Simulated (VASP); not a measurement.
Level of theory: PBE GGA with D4 dispersion, VASP's PBE PAW potentials (set 64) (plane waves; VASP).

VASP ran on this input.

POSCAR:
```
Pt3Ti
1
    3.9126517547     0.0000000000    -0.0000000000
   -0.0000000000     3.9126517547     0.0000000000
   -0.0000000000     0.0000000000     3.9126517547
Ti Pt
1 3
Direct
  0.0000000000   0.0000000000   0.0000000000
  0.0000000000   0.5000000000   0.5000000000
  0.5000000000   0.0000000000   0.5000000000
  0.5000000000   0.5000000000   0.0000000000
```

### INCAR
```
# general
SYSTEM  = Pt3Ti
PREC    = Accurate
ENCUT   = 520
LREAL   = .FALSE.
LASPH   = .TRUE.

# electronic loop
EDIFF   = 1E-6
NELM    = 100
ALGO    = Normal
LMAXMIX = 6

# smearing
ISMEAR  = 1
SIGMA   = 0.1

# functional
GGA     = PE
IVDW    = 13

# ions
IBRION  = 2
NSW     = 60
ISIF    = 3
EDIFFG  = -0.02

# output
LWAVE   = .FALSE.
LCHARG  = .FALSE.
```

File KPOINTS:
```
Automatic
0
G
  7 7 7
```

POTCAR, in this order: Ti_sv Pt (PBE.64 set). Program: vasp_std.

Task: What will the output report for the number of irreducible k-points (NKPTS), largest plane-wave count, number of space-group operations, FFT grid (NGX, NGY, NGZ)?

Result: 
| Quantity | Value |
|---|---|
| number of irreducible k-points (NKPTS) | 20 |
| largest plane-wave count | 1629 |
| number of space-group operations | 48 |
| FFT grid (NGX, NGY, NGZ) | 30 × 30 × 30 |

The compound is Pt3Ti in the L1_2 structure. It was relaxed first. The start is the result of an earlier pass.
